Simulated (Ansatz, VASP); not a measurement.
# RuAu: VASP beside Ansatz

Contents of INCAR:

```
SYSTEM = RuAu
  PREC = Accurate
  ENCUT = 520
  EDIFF = 1E-7
  ISMEAR = -1
  SIGMA = 0.05
  LREAL = .False.
  LASPH = .True.
  NELM = 60
  ALGO = Normal
  ISIF = 2
  LWAVE = .False.
  LCHARG = .False.
  GGA = PE
  NBANDS = 20
```

The input KPOINTS:

```
Automatic mesh
0
Gamma
  8 8 8
  0 0 0
```

The input POSCAR:

```
RuAu
1.0
    3.1220370540      0.0000000000      0.0000000000
    0.0000000000      3.1220370540      0.0000000000
    0.0000000000      0.0000000000      3.1220370540
Ru Au
1 1
Direct
    0.0000000000      0.0000000000      0.0000000000
    0.5000000000      0.5000000000      0.5000000000
```

Contents of input.yaml:

```yaml
crystal:
  lattice:
    - [3.122037054, 0.0, 0.0]
    - [0.0, 3.122037054, 0.0]
    - [0.0, 0.0, 3.122037054]
  atoms:
    - { symbol: Ru, position: [0.0, 0.0, 0.0] }
    - { symbol: Au, position: [0.5, 0.5, 0.5] }
hamiltonian:
  xc: pbe
  pseudopotentials: { kind: paw }
kpoints:
  mp_grid: { grid: [8, 8, 8] }
scf:
  occupations: { method: fermi_dirac, width: 0.05 }
output:
  forces: true
  stress: true
  eigenvalues: true
  write_density: true
  write_potential: true
  elf: true
  volumetric_format: npy
```

The cell was built by a generator and needn't be a form met in nature.

Alike in both runs: task single point; functional PBE; k mesh 8 × 8 × 8; occupations fermi-dirac, width 0.05 eV; no spin polarisation.

|  | VASP | Ansatz |
| --- | --- | --- |
| version | VASP 6.6.1 | Ansatz 0.2.0 |
| potentials or method | VASP PAW PBE potentials, release 64 (Ru_pv, Au) | Ansatz PAW |
| plane-wave cutoff (eV) | 520 | 420 |
| valence electrons in the cell | 25 | 35 |

```tsv
	VASP	Ansatz	Ansatz less VASP
gap on the k mesh at the Fermi level (eV)	none	none	-
pressure (GPa)	9.6	9.9	+0.33
```

A gap of «none» marks a metal or a gap that the smearing closes. The two sets of potentials don't hold the same shells in valence.

Spin-orbit coupling is left out, which matters for the levels of Au.
